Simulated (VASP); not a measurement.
LaC (relaxed from the rock salt structure, space group Fm-3m): computed properties

Calculation: PBE GGA, VASP's PBE PAW potentials (set 64) (plane waves; VASP).

For LaC, the space group comes out as Fm-3m (225), the cell is a = 5.434 Å, b = 5.434 Å, c = 5.434 Å, α = 90.00°, β = 90.00°, γ = 90.00° and the volume per atom is 20.06 Å^3/atom. The band gap (over mesh and band path) is none (metal, semimetal or under 0.01 eV) and the density is 6.25 g/cm³.

LaC is modelled in the cubic space group Fm-3m (No. 225), the rock salt structure, Pearson symbol cF8. Lattice parameters: a = b = c = 5.434 Å, α = β = γ = 90.00°. La on 4a is coordinated by 6 C at 2.717 Å (octahedral). C on 4b is coordinated by 6 La at 2.717 Å (octahedral). (Neighbours: up to the widest gap in distance over summed covalent radii, below 1.35, at either atom; cation-cation and far metal-metal contacts left out.)
(The calculation used a cell of 2 atoms; values per cell refer to that cell.)

The structure was generated: LaC was put into the rock salt type (Fm-3m), which need not be its known phase. It was relaxed first, which changed the volume by -30 %. Symmetry was kept, so distortions that lower it aren't found. The electron count is odd and the run is not spin-polarised, which forces a metal.
